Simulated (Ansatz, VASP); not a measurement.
# MnCuO2 (Crednerite) in two plane-wave programs, part 2 of 2

Wanted: the spread between two codes on one cell, functional and k mesh.  The cell comes out of the VASP series on this material, whose earlier steps may have relaxed, scaled or displaced it; both programs get it as it stands.

VASP 6.6.1 and Ansatz 0.2.0.

So far: Starting point; VASP: relaxation of cell and atoms, PBEsol, DFT+U.

## Step 3: Ansatz: relaxation of cell and atoms, PBEsol, DFT+U

Level of this step: Ansatz beside VASP: Kohn-Sham DFT, plane waves, PBEsol, DFT+U (Ansatz).

Ansatz runs on its default PAW (the set named soft_2) files.

The same cell, functional, mesh and smearing now go to Ansatz, which takes its cutoff from its data sets.

File input.yaml:

```yaml
crystal:
  lattice:
    - [2.7926571158, -1.4583286311, 0.0299771144]
    - [2.7926571158, 1.4583286311, 0.0299771144]
    - [-1.4439861849, 0.0, 5.6408443961]
  atoms:
    - { symbol: Mn, position: [0.0, 0.0, 0.0], spin: 4.0 }
    - { symbol: Cu, position: [0.5, 0.5, 0.5], spin: 0.6 }
    - { symbol: O, position: [0.4021530575, 0.4021530575, 0.1806834249] }
    - { symbol: O, position: [0.5978469425, 0.5978469425, 0.8193165751] }
hamiltonian:
  xc: pbesol
  pseudopotentials: { kind: paw }
  hubbard:
    sites:
      - { species: Mn, l: d, u_eff: 4.0 }
      - { species: Cu, l: d, u_eff: 5.0 }
magnetization:
  spin_polarized: true
kpoints:
  mp_grid: { grid: [9, 9, 4] }
scf:
  occupations: { method: gaussian, width: 0.05 }
relax:
  f_tol: 0.01
  max_steps: 60
  cell: { stress_tol: 0.05 }
output:
  forces: true
  stress: true
  write_density: true
  write_potential: true
  elf: true
  volumetric_format: npy
```

Launch:

```bash
ansatz run input.yaml --threads 4 --pin off --max-ram 9216MiB --backend cpu --events-out ev --progress --plain --runs-dir out
```

Numbers of over 12 decimals in the logs are rounded to 6 here.

Log:

```text
Mn: projections on atomic orbitals take those of the free atom [Ne] 3s2 3p6 3d5 4s2, of charge +0.00 (hamiltonian.pseudopotentials.projection_atoms); the dataset's partial waves leave at most 9.0e-7 of an orbital's norm unspanned inside its sphere
Cu: projections on atomic orbitals take those of the free atom [Ne] 3s2 3p6 3d10 4s1, of charge +0.00 (hamiltonian.pseudopotentials.projection_atoms); the dataset's partial waves leave at most 2.0e-6 of an orbital's norm unspanned inside its sphere
O: projections on atomic orbitals take those of the free atom [He] 2s2 2p4, of charge +0.00 (hamiltonian.pseudopotentials.projection_atoms); the dataset's partial waves leave at most 1.9e-8 of an orbital's norm unspanned inside its sphere
Engine: ansatz 0.2.0, x86_64-unknown-linux-gnu
Pseudopotentials: kind: paw
Pseudopotential: Mn, paw, valence charge 15, recommended cutoff 420 eV (normal), Mn.paw.azcp
Pseudopotential: Cu, paw, valence charge 19, recommended cutoff 420 eV (normal), Cu.paw.azcp
Pseudopotential: O, paw, valence charge 6, recommended cutoff 420 eV (normal), O.paw.azcp
Functional definition: PBEsol
  exchange = pbesol_x
  correlation = pbesol_c
Crystal: 4 atoms, lattice volume = 46.072 Å³
Basis set: ecut = 420 eV, 891 PW (Γ), exchange–correlation on 48×48×80 points (8 copies of the dense FFT grid, shifted against one another)
Bands: 31, of which v1, the nominal top of the filled ones, is band 23 counted from 1 (22 counted from 0)
Symmetry: 4 space group operations
Space group: C2/m (ITA 12), of the structure as read, at distance tolerance 3.6e-5 Å
Magnetic group: BNS 12.58 (UNI 65), of the structure as read, at distance tolerance 3.6e-5 Å
k-points: 95 of 324
Non-local potential: Mn, projectors of the file, l = 0: 3, l = 1: 2, l = 2: 3, l = 3: 1
Non-local potential: Cu, projectors of the file, l = 0: 3, l = 1: 2, l = 2: 3, l = 3: 1
Non-local potential: O, projectors of the file, l = 0: 2, l = 1: 2, l = 2: 1
PAW form: soft (Blöchl's): semilocal exchange-correlation on the pseudo side does not see the compensation charge
PAW frozen core: Mn, regenerated for the run's functional, and the local potential with it (the file was generated under x = pbe(κ = 0.804, μ = 0.219515), c = pbe(β = 0.066725))
PAW frozen core: Cu, regenerated for the run's functional, and the local potential with it (the file was generated under x = pbe(κ = 0.804, μ = 0.219515), c = pbe(β = 0.066725))
PAW frozen core: O, regenerated for the run's functional, and the local potential with it (the file was generated under x = pbe(κ = 0.804, μ = 0.219515), c = pbe(β = 0.066725))
PAW one-centre angular grid: Mn, 590 points (default); XC on 64 Gauss nodes
PAW one-centre angular grid: Cu, 590 points (default); XC on 64 Gauss nodes
PAW one-centre angular grid: O, 110 points (default); XC on 64 Gauss nodes
Initial density: superposition of atomic densities (chi_scale 0.1, normalization cell, long waves kept (reshape's long-wave potential 0.19 eV rms))
Starting moments: Σ|m| = 4.6 μB on 2 of 4 sites
Initial wavefunctions: pseudopotential atomic-orbital guess
Functional: x = pbesol(κ = 0.804, μ = 0.123457), c = pbesol(β = 0.046)
SCF iter   1: F=—  HF=-11577.043424 eV  |F-HF|=—  |Δ(HF+E_count)|=         —  Δρ=9.89e-2 (↑9.89e-2 ↓4.61e-2)  dr2=7.55e0  dr2_m=5.58e-1  M=4.000 μB ∫|m|=4.402 μB  β_m=0.30  ethr=3.10e-3  ⟨swp⟩=5.4  Hψ=20429  notcnv=0
preconditioner: auto → Kerker (q_TF=auto, 2.728 Å⁻¹)  [metal: Δε(μ)=0.018 eV  Ē_g=12.223 eV  σ=0.050 eV  W_gap=0.20  n_scr=16 (ndim 8)  ℏωp=30.0 eV  f_vac=0.000  D(μ)=0.98/eV (n_scr^D=2)]
spin=Collinear: Kerker preconditioning applied to the charge; magnetization (m = ρ↑ − ρ↓) channel mixes plain (no charge-response kernel on spin).
SCF iter   2: F=—  HF=-11576.023080 eV  |F-HF|=—  |Δ(HF+E_count)|=    1.02e0  Δρ=4.23e-2 (↑4.23e-2 ↓2.13e-2)  dr2=5.66e-1  dr2_m=2.95e-1  M=4.000 μB ∫|m|=4.489 μB  β_m=0.30  ethr=3.10e-3  ⟨swp⟩=3.0  Hψ=12548  notcnv=0  defer=471
SCF iter   3: F=—  HF=-11576.144548 eV  |F-HF|=—  |Δ(HF+E_count)|=   1.21e-1  Δρ=2.56e-2 (↑2.56e-2 ↓1.87e-2)  dr2=1.64e-1  dr2_m=1.34e-1  M=4.000 μB ∫|m|=4.454 μB  β_m=1.00  ethr=1.23e-3  ⟨swp⟩=2.1  Hψ=7039  notcnv=0  defer=471
SCF iter   4: F=—  HF=-11576.294178 eV  |F-HF|=—  |Δ(HF+E_count)|=   1.50e-1  Δρ=5.31e-3 (↑4.81e-3 ↓5.31e-3)  dr2=2.38e-2  dr2_m=3.28e-3  M=4.000 μB ∫|m|=4.409 μB  β_m=0.30  ethr=3.56e-4  ⟨swp⟩=3.0  Hψ=11519  notcnv=0  defer=473
SCF iter   5: F=—  HF=-11576.352051 eV  |F-HF|=—  |Δ(HF+E_count)|=   5.79e-2  Δρ=4.81e-3 (↑4.81e-3 ↓4.04e-3)  dr2=1.91e-2  dr2_m=3.58e-3  M=4.000 μB ∫|m|=4.385 μB  β_m=0.30  ethr=5.16e-5  ⟨swp⟩=2.0  Hψ=7202  notcnv=0  defer=461
Mixer restart at iter 5: flushing history
spin-set hold released at iteration 5 (site moments contracting): the magnetisation degrees of freedom join the quasi-Newton model from the next iteration; the mixer history was flushed
SCF iter   6: F=—  HF=-11576.385926 eV  |F-HF|=—  |Δ(HF+E_count)|=   3.39e-2  Δρ=5.06e-3 (↑5.06e-3 ↓3.12e-3)  dr2=1.74e-2  dr2_m=3.74e-3  M=4.000 μB ∫|m|=4.363 μB  β_m=0.62  ethr=4.16e-5  ⟨swp⟩=1.5  Hψ=5898  notcnv=0  defer=457
[...]
SCF iter   7: F=—  HF=-11576.453374 eV  |F-HF|=—  |Δ(HF+E_count)|=   5.81e-2  Δρ=2.68e-3 (↑1.47e-3 ↓2.68e-3)  dr2=3.76e-3  dr2_m=1.14e-3  M=4.000 μB ∫|m|=4.255 μB  β_m=0.74  ethr=3.85e-5  ⟨swp⟩=2.3  Hψ=10440  notcnv=0  defer=465
SCF iter   8: F=—  HF=-11576.454276 eV  |F-HF|=—  |Δ(HF+E_count)|=   9.01e-4  Δρ=2.20e-3 (↑2.20e-3 ↓6.24e-4)  dr2=3.17e-3  dr2_m=6.98e-4  M=4.000 μB ∫|m|=4.243 μB  β_m=0.80  ethr=8.18e-6  ⟨swp⟩=2.0  Hψ=10859  notcnv=0  defer=472
SCF iter   9: F=—  HF=-11576.454309 eV  |F-HF|=—  |Δ(HF+E_count)|=   3.36e-5  Δρ=5.51e-4 (↑5.46e-4 ↓5.51e-4)  dr2=4.32e-4  dr2_m=1.60e-5  M=4.000 μB ∫|m|=4.232 μB  β_m=0.88  ethr=6.89e-6  ⟨swp⟩=2.1  Hψ=8274  notcnv=0  defer=472
SCF iter  10: F=—  HF=-11576.454360 eV  |F-HF|=—  |Δ(HF+E_count)|=   5.04e-5  Δρ=5.85e-4 (↑5.85e-4 ↓5.23e-4)  dr2=4.51e-4  dr2_m=1.97e-6  M=4.000 μB ∫|m|=4.229 μB  β_m=0.68  ethr=9.39e-7  ⟨swp⟩=2.0  Hψ=9822  notcnv=0  defer=472
SCF iter  11: F=—  HF=-11576.454230 eV  |F-HF|=—  |Δ(HF+E_count)|=   1.30e-4  Δρ=2.16e-4 (↑1.89e-4 ↓2.16e-4)  dr2=7.60e-5  dr2_m=5.06e-7  M=4.000 μB ∫|m|=4.228 μB  β_m=0.81  ethr=9.39e-7  ⟨swp⟩=2.0  Hψ=9445  notcnv=0  defer=472
SCF iter  12: F=—  HF=-11576.454218 eV  |F-HF|=—  |Δ(HF+E_count)|=   1.23e-5  Δρ=8.08e-5 (↑4.79e-5 ↓8.08e-5)  dr2=1.78e-5  dr2_m=3.30e-7  M=4.000 μB ∫|m|=4.228 μB  β_m=0.91  ethr=1.65e-7  ⟨swp⟩=2.1  Hψ=6962  notcnv=0  defer=472
SCF iter  13: F=—  HF=-11576.454215 eV  |F-HF|=—  |Δ(HF+E_count)|=   2.46e-6  Δρ=5.44e-5 (↑5.44e-5 ↓4.18e-5)  dr2=5.99e-6  dr2_m=7.79e-8  M=4.000 μB ∫|m|=4.228 μB  β_m=0.95  ethr=3.88e-8  ⟨swp⟩=2.6  Hψ=8218  notcnv=0  defer=472
SCF iter  14: F=—  HF=-11576.454214 eV  |F-HF|=—  |Δ(HF+E_count)|=   8.69e-7  Δρ=3.55e-5 (↑3.55e-5 ↓2.58e-5)  dr2=7.99e-7  dr2_m=1.09e-7  M=4.000 μB ∫|m|=4.228 μB  β_m=0.87  ethr=1.30e-8  ⟨swp⟩=2.2  Hψ=7454  notcnv=0  defer=472
iter 15 met the thresholds in force, and the SCF goes on: an eigenvalue changes by 0.69 meV, over its tolerance of 0.50 meV (output.eigenvalues, Limitations)
SCF iter  15: F=-11576.454214 eV  HF=-11576.454214 eV  |F-HF|=6.59e-9  |Δ(HF+E_count)|=   2.21e-7  Δρ=7.93e-6 (↑7.93e-6 ↓3.90e-6)  dr2=2.68e-8  dr2_m=5.01e-9  M=4.000 μB ∫|m|=4.228 μB  β_m=0.94  ethr=2.17e-10  ⟨swp⟩=1.7  Hψ=15757  notcnv=0
SCF iter  16: F=-11576.454214 eV  HF=-11576.454214 eV  |F-HF|=5.09e-10  |Δ(HF+E_count)|=   4.01e-9  Δρ=1.44e-6 (↑1.44e-6 ↓1.30e-6)  dr2=1.22e-9  dr2_m=4.50e-10  M=4.000 μB ∫|m|=4.229 μB  ethr=5.82e-11  ⟨swp⟩=1.0  Hψ=15302  notcnv=0
SCF 1 converged in 16 iterations: F = -11576.454214 eV  dr2 = 1.22e-9
a single-point calculation of the run's input, under the relaxation's own `scf.mixing.negative_modes` where the relaxation goes by `scf.lower_state_search: light` itself or types `scf.max_iter`, was made at the relaxed geometry, from the atoms, in 16 SCF iterations in all. It converged +0.0 meV from the relaxation's final energy, with moments (3.41, -0.01, -0.02, -0.02 Bohr magnetons, atom by atom), which does not count as lower, and the relaxation's result stands. No further magnetic order was relaxed to its end, and one can end lower (see `relax.adjacent_minimum`).
SCF converged after 7 iterations
Magnetization: 4.0000 μB (25.0000 up, 21.0000 down)
Absolute magnetization: 4.2375 μB (∫|ρ↑−ρ↓|, with the PAW one-centre terms)
Spin contamination: 0.0910 ħ² per cell (⟨S²⟩ above its minimum at these occupations)
Per-site moments (μB) at R_I (Å): [(3.405738, 0.801133), (-0.011718, 0.761494), (-0.017643, 0.761494), (-0.017643, 0.761494)]
Free energy (F): -11576.454214 eV
Harris-Foulkes:  -11576.454214 eV  (|F-HF|=5.09e-11)
Internal energy: -11576.454214 eV  (E = F + TS)
E sigma→0 (E₀):  -11576.454214 eV
Fermi energy:    10.542360 eV
--- Per-component energies (eV) ---
  E_band       = -785.876519
  E_kinetic    = 945.985313
  E_local      = -7673.931214  (includes V_loc(G=0)·N_el)
  E_nonlocal   = 746.023553
  E_hartree    = 3250.035748
  E_xc         = -343.055521
  E_vxc        = -441.465039  (∫ρ·V_xc dr)
  E_hubbard    = 2.100872  (on-site DFT+U / exact-exchange correction)
  E_vhub       = -30.272719  (the Hubbard potential's part of the band-sum identity)
  E_paw        = -3209.980771  (= ΣΔE_a)
  E_vpaw       = -832.292994  (= ΣTr[D̂ρ^β])
  E_aug_tail   = 0.005096  (compensation charges beyond the density's cutoff)
  E_ewald      = -5294.083718
  E_core_change = 0.446428  (= ΣΔE_core)
  E_smearing   = -0.000000  (= −TS)
  E_closure    = 0.000000  (closes the sum)
  Σ components = -11576.454214   (vs F -11576.454214, Δ=0.00e0)
--- Forces (eV/Å), atoms counted from 1 ---
  atom   1  Mn     0.00000000     0.00000000     0.00000000
  atom   2  Cu     0.00000000     0.00000000     0.00000000
  atom   3  O     -0.00007573    -0.00000000    -0.00022160
  atom   4  O      0.00007573     0.00000000     0.00022160
  max |Σ_I F_I| component: 1.36e-20 eV/Å
--- Stress (GPa, compression-positive) ---
        0.005525      -0.000000       0.013646
       -0.000000      -0.004140      -0.000000
        0.013644      -0.000000      -0.004172
  P = ⅓ Tr σ = -0.0009 GPa (-0.009 kbar)
--- Band table (eV; the first three rows and the last of 190) ---
  k-point 0 ↑: bands = [... 19 lower, 6.9541, 7.0716, 7.2093, 7.8188, 7.9007, 10.3444, 12.0974, 12.2666, ... 4 higher]
  k-point 1 ↑: bands = [... 19 lower, 6.6826, 6.9546, 7.3777, 8.3814, 8.3907, 10.1717, 11.9756, 12.8460, ... 4 higher]
  k-point 2 ↑: bands = [... 19 lower, 6.6569, 6.9514, 7.3787, 8.7464, 8.8563, 9.9096, 11.8398, 13.8157, ... 4 higher]
  k-point 94 ↓: bands = [... 19 lower, 8.0872, 9.1507, 12.5877, 13.6629, 13.8001, 14.0388, 14.2362, 14.4688, ... 4 higher]
--- Relaxed structure (7 steps of the walk, 7 accepted, 2 SCFs on fresh bases) ---
  F+E_penalty+E_count = -11576.45421411 eV   max|allowed force component| = 2.216e-4 eV/Å   (the final SCF, on the basis selected at the relaxed cell)
  cell:  # Å, volume = 46.6043 Å³
    - [2.805862, -1.452912, 0.047674]
    - [2.805862, 1.452912, 0.047674]
    - [-1.415617, 1.1342682934367498e-17, 5.691927]
  atoms:
    - { symbol: Mn, position: [0, 0, 0] }
    - { symbol: Cu, position: [0.500000, 0.500000, 0.500000] }
    - { symbol: O, position: [0.400585, 0.400585, 0.177832] }
    - { symbol: O, position: [0.599415, 0.599415, 0.822168] }
```

It took 35 s on 4 threads of AMD EPYC 7R13 (Zen 3), shared host; peak memory 0.72 GiB.

## Step 4: Side by side

Known differences besides the PAW data sets themselves: U acts on the PAW sphere in VASP and on atomic orbitals in Ansatz, so only states and trends compare; both relaxations stop at a tolerance, which leaves soft axes loose, and VASP keeps its plane-wave basis; the data sets hold 46 valence electrons in Ansatz (default PAW (the set named soft_2) files) and 36 in VASP; the cutoff is 420 eV in Ansatz and 520 eV in VASP; Ansatz makes its cores anew for this functional, VASP keeps those of its PBE data sets; Ansatz adds a Pulay correction to the stress that steers its cell, VASP none; site moments are counted in spheres of each program's own size. Total energies have different zeros and are not compared.

Compared:

| quantity | Ansatz | VASP | difference |
| --- | --- | --- | --- |
| volume (Å³) | 46.60 | 46.07 | +1.16 % |
| edge a after relaxation, in the typed setting (Å) | 3.160 | 3.151 | +0.30 % |
| edge c after relaxation, in the typed setting (Å) | 5.865 | 5.823 | +0.73 % |
| total moment (μB) | 4.00 | 4.00 | 0.00 |
| moment on Mn1 (μB) | 3.41 | 3.91 | -0.50 |

The walks stopped with 0.00 GPa left in Ansatz and 0.00 GPa in VASP; each walk ends within a tolerance, so the volume difference is uncertain by about these residues over the bulk modulus, most in soft cells.

## Step 5: Ansatz: zone-centre phonons, PBEsol, DFT+U

Second derivatives magnify differences that forces hide, and they need a tight electronic threshold.

The cell comes out of the VASP series on this material, whose earlier steps may have relaxed, scaled or displaced it; both programs get it as it stands.

input.yaml, the sections that differ from step 3:

```yaml
crystal:
  lattice:
    - [2.7926571158, -1.4583286311, 0.0299771144]
    - [2.7926571158, 1.4583286311, 0.0299771144]
    - [-1.4439861849, 0.0, 5.6408443961]
  atoms:
    - { symbol: Mn, position: [0.0, 0.0, 0.0], spin: 3.909 }
    - { symbol: Cu, position: [0.5, 0.5, 0.5], spin: -0.005 }
    - { symbol: O, position: [0.4021530575, 0.4021530575, 0.1806834249], spin: -0.017 }
    - { symbol: O, position: [0.5978469425, 0.5978469425, 0.8193165751], spin: -0.017 }
phonons:
  method: dfpt
  qpoints: [[0, 0, 0]]
# hamiltonian, magnetization, kpoints, scf: as in step 3
# relax: removed
# output: removed
```

Log:

```text
[...]
Crystal: 4 atoms, lattice volume = 46.072 Å³
Basis set: ecut = 420 eV, 891 PW (Γ), exchange–correlation on 48×48×80 points (8 copies of the dense FFT grid, shifted against one another)
Bands: 30, of which v1, the nominal top of the filled ones, is band 23 counted from 1 (22 counted from 0)
Symmetry: 4 space group operations
[...]
k-points: 95 of 324
[...]
non-analytic LO–TO correction: not included (Born effective charges unavailable; polar crystals: no LO–TO splitting at Γ)
--- Phonons (arbitrary-q DFPT): 1 explicit q-point ---
  q = [0, 0, 0] (of the zone-centre solve; hermiticity 6.20e-8, symmetrization 2.54e-14): -0.00 -0.00 0.00 107.77 122.39 270.54 307.01 358.36 424.01 488.08 687.58 703.18
  sum rule: each row above includes the acoustic sum rule's correction from the zone centre's row sums; it moved no ω² by more than (0.87 cm⁻¹)²
[key lines of the parts left out:]
SCF converged after 6 iterations
Magnetization: 4.0000 μB (25.0000 up, 21.0000 down)
Free energy (F): -11576.433408 eV
Fermi energy:    10.720770 eV
```

The job ended after 57 s (4 threads; peak memory 2.4 GiB; 3.3 min of CPU time).

## Step 6: VASP: zone-centre phonons, PBEsol, DFT+U

The same cell, functional, mesh and smearing now go to VASP, with its own data sets and cutoff.

File INCAR:

```
SYSTEM = MnCuO2
PREC = Accurate
ENCUT = 520
EDIFF = 1E-08
NELM = 100
ISMEAR = 0
SIGMA = 0.05
LREAL = .FALSE.
ALGO = Normal
GGA = PS
NBANDS = 26
ISPIN = 2
MAGMOM = 3.909 -0.005 -0.017 -0.017
LDAU = .TRUE.
LDAUTYPE = 2
LDAUL = 2 2 -1
LDAUU = 4 5 0
LDAUJ = 0 0 0
LDAUPRINT = 1
LASPH = .TRUE.
LMAXMIX = 4
LORBIT = 11
LWAVE = .FALSE.
LCHARG = .FALSE.
KPAR = 4
IBRION = 6
NFREE = 2
POTIM = 0.015
ISIF = 2
NSW = 1
```

File POSCAR:

```
MnCuO2
1.0
    2.7926571158     -1.4583286311      0.0299771144
    2.7926571158      1.4583286311      0.0299771144
   -1.4439861849      0.0000000000      5.6408443961
Mn Cu O
1 1 2
Direct
    0.0000000000      0.0000000000      0.0000000000
    0.5000000000      0.5000000000      0.5000000000
    0.4021530575      0.4021530575      0.1806834249
    0.5978469425      0.5978469425      0.8193165751
```

File KPOINTS:

```
Automatic mesh
0
Gamma
9 9 4
0 0 0
```

PAW data sets: Mn_pv, Cu and O (PBE family, release 64).

Launch:

```bash
mpirun -np 4 vasp_std
```

Log:

```text
[banner, memory and clock lines left out]
running    4 mpi-ranks, on    1 nodes
[...]
[... a notice as in an earlier step ...]

 LDA part: xc-table for (Slater+PW92), standard interpolation
 POSCAR, INCAR and KPOINTS ok, starting setup
[...]
entering main loop
       N       E                     dE             d eps       ncg     rms          rms(c)
DAV:   1     0.364638542840E+03    0.36464E+03   -0.18961E+04 10496   0.188E+03
DAV:   2     0.901379586924E+01   -0.35562E+03   -0.33330E+03 10248   0.439E+02
DAV:   3    -0.285481620994E+02   -0.37562E+02   -0.36510E+02 11698   0.154E+02
DAV:   4    -0.297179999212E+02   -0.11698E+01   -0.11659E+01 11646   0.281E+01
[...]
DAV:  17    -0.257630070335E+02    0.78362E-08   -0.13344E-07 14242   0.505E-03    0.632E-04
DAV:  18    -0.257630070155E+02    0.17990E-07   -0.15548E-08  7408   0.198E-03    0.353E-04
DAV:  19    -0.257630070164E+02   -0.85765E-09   -0.64926E-09  6204   0.966E-04
   1 F= -.25763007E+02 E0= -.25763007E+02  d E =-.211502E-10  mag=     4.0000
[... from here on, the cycles between the ionic steps are left out ...]
   2 F= -.25761944E+02 E0= -.25761944E+02  d E =-.182664E-10  mag=     4.0000
  12 F= -.25759936E+02 E0= -.25759936E+02  d E =-.221313E-10  mag=     4.0000
  13 F= -.25759936E+02 E0= -.25759936E+02  d E =-.221514E-10  mag=     4.0000
  14 F= -.25762324E+02 E0= -.25762324E+02  d E =-.319422E-11  mag=     4.0000
  15 F= -.25762328E+02 E0= -.25762328E+02  d E =-.618138E-10  mag=     4.0000
  16 F= -.25761980E+02 E0= -.25761980E+02  d E =-.268816E-10  mag=     4.0000
  17 F= -.25761980E+02 E0= -.25761980E+02  d E =-.268848E-10  mag=     4.0000
  18 F= -.25760372E+02 E0= -.25760372E+02  d E =-.348163E-10  mag=     4.0000
  19 F= -.25760486E+02 E0= -.25760486E+02  d E =-.533653E-11  mag=     4.0000
 Finite differences progress:
  Degree of freedom:   9/  9
  Displacement:        2/  2
  Total:              18/ 18
```

OUTCAR, selected parts (step 6):

```text
  Total        0.0980845      0.1241274     -0.1378942      0.0000000      0.0000000     -0.0696221
  in kB        3.4109234      4.3165749     -4.7953207      0.0000000      0.0000000     -2.4211343
  external PRESSURE =       0.9773925 kB  Pullay stress =       0.0000000 kB

 POSITION                                       TOTAL-FORCE (eV/Angst)
 -----------------------------------------------------------------------------------
      0.00000      0.00000      0.00000         0.054044      0.000000     -0.128854
      2.07066      0.00000      2.85040        -0.009656      0.000000     -0.167226
      1.98525      0.00000      1.02832        -0.045683      0.000000      0.335751
      2.15608      0.00000      4.65748         0.001295      0.000000     -0.039671
 -----------------------------------------------------------------------------------
    total drift:                                0.000025     -0.000000      0.000029

  FREE ENERGIE OF THE ION-ELECTRON SYSTEM (eV)
  ---------------------------------------------------
  free  energy   TOTEN  =       -25.7604857192 eV

  energy  without entropy=      -25.7604857192  energy(sigma->0) =      -25.76048572

 magnetization (x)
# of ion       s       p       d       tot
------------------------------------------
    1        0.036   0.033   3.835   3.903
    2        0.012   0.007  -0.021  -0.002
    3        0.006  -0.021   0.000  -0.016
    4        0.006  -0.021   0.000  -0.016
--------------------------------------------------
tot          0.059  -0.002   3.813   3.870

[... 2 parts as in an earlier step ...]
```

## Step 7: Side by side

What differs besides the data sets and the points named for the pairs above, as far as they apply: VASP uses finite displacements, Ansatz perturbation theory. Total energies have different zeros and are not compared.

The two programs side by side:

| quantity | Ansatz | VASP | difference |
| --- | --- | --- | --- |
| mode 4 (cm⁻¹) | 107.8 | 120.5 | -10.54 % |
| mode 5 (cm⁻¹) | 122.4 | 134.4 | -8.93 % |
| mode 6 (cm⁻¹) | 270.5 | 275.0 | -1.62 % |
| mode 7 (cm⁻¹) | 307.0 | 315.6 | -2.72 % |
| mode 8 (cm⁻¹) | 358.4 | 370.7 | -3.34 % |
| mode 9 (cm⁻¹) | 424.0 | 418.5 | +1.31 % |
| mode 10 (cm⁻¹) | 488.1 | 499.3 | -2.25 % |
| mode 11 (cm⁻¹) | 687.6 | 665.8 | +3.26 % |
| mode 12 (cm⁻¹) | 703.2 | 673.6 | +4.39 % |

## Step 8: Summary of results

```json
{"difference in moment on Mn1 (relaxation of cell and atoms, PBEsol, DFT+U)": "-0.50 μB", "difference in volume (relaxation of cell and atoms, PBEsol, DFT+U)": "+1.2 %", "difference in mode 4 (zone-centre phonons, PBEsol, DFT+U)": "-11 %"}
```

**Reading.** The difference in mode 4 is -11 % (zone-centre phonons, PBEsol, DFT+U), beyond the 3 % picked in this series as the mark of a large difference. Among the rows given in per cent, the largest difference of the relaxation of cell and atoms, PBEsol, DFT+U pair is in volume, +1.2 %. How closely two codes agree says nothing of how well the functional describes the real material.

[Lines on the potential files, build, host, timing and source positions are cut from VASP's logs without a mark.]

[Logs are printed without paths, hosts, clocks, repeated set-up lines and the standing remarks that a program may print on its own settings, such as how far it seeks lower states.]

[Hosts, paths, dates, database ids (printed as entryN), source tags and the programs' standing remarks are cut or masked in the printed files.]
